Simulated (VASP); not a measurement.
A convergence study with VASP on GaP (zinc blende): one setting is varied, all else stays as given below, so the limit is that of these other settings.

```xyz
2
Lattice="0.0000 2.7250 2.7250 2.7250 0.0000 2.7250 2.7250 2.7250 0.0000" Properties=species:S:1:pos:R:3 pbc="T T T"
Ga     0.0000     0.0000     0.0000
P      1.3625     1.3625     1.3625
```

All values below come from PBEsol GGA, VASP's PBE PAW potentials (set 64) (plane waves; VASP). The tightest run used: 550 eV cut-off, 17×17×17 Γ-centred mesh, Gaussian smearing of 0.050 eV, potentials Ga_d P.

Problem. The settings run are 1×1×1 mesh; 2×2×2 mesh; 3×3×3 mesh; 4×4×4 mesh; 5×5×5 mesh; 6×6×6 mesh; 7×7×7 mesh; 8×8×8 mesh; 9×9×9 mesh; 10×10×10 mesh; 11×11×11 mesh; 12×12×12 mesh; 13×13×13 mesh; 14×14×14 mesh; 15×15×15 mesh; 16×16×16 mesh; 17×17×17 mesh. From which on does the energy per atom stay within 0.005 eV/atom of the tightest run?

Solution. From 7×7×7 mesh on: it is off by 0.0034 there and by no more than 0.005 in any finer run, while 6×6×6 mesh is off by 0.0088.
```
setting        E (eV/atom)  pressure (GPa)  irreducible k-points  difference judged (eV/atom)
-------------  -----------  --------------  --------------------  ---------------------------
1×1×1 mesh          3.6800           50.29                     1                       8.6416
2×2×2 mesh         -3.8115            6.41                     3                       1.1502
3×3×3 mesh         -4.6988            1.00                     4                       0.2629
4×4×4 mesh         -4.8863           -0.16                     8                       0.0754
5×5×5 mesh         -4.9371           -0.47                    10                       0.0246
6×6×6 mesh         -4.9529           -0.56                    16                       0.0088
7×7×7 mesh         -4.9583           -0.59                    20                       0.0034
8×8×8 mesh         -4.9603           -0.59                    29                       0.0014
9×9×9 mesh         -4.9611           -0.59                    35                       0.0006
10×10×10 mesh      -4.9614           -0.59                    47                       0.0003
11×11×11 mesh      -4.9615           -0.59                    56                       0.0001
12×12×12 mesh      -4.9616           -0.59                    72                       0.0001
13×13×13 mesh      -4.9616           -0.58                    84                       0.0000
14×14×14 mesh      -4.9616           -0.58                   104                       0.0000
15×15×15 mesh      -4.9617           -0.58                   120                       0.0000
16×16×16 mesh      -4.9617           -0.58                   145                       0.0000
17×17×17 mesh      -4.9617           -0.58                   165                       0.0000
```

Left out are rungs that failed or repeat a setting and relaxations that didn't move; long series are thinned to 24 rows.

The compound is GaP in the zinc blende structure. The cell was not relaxed at this level.
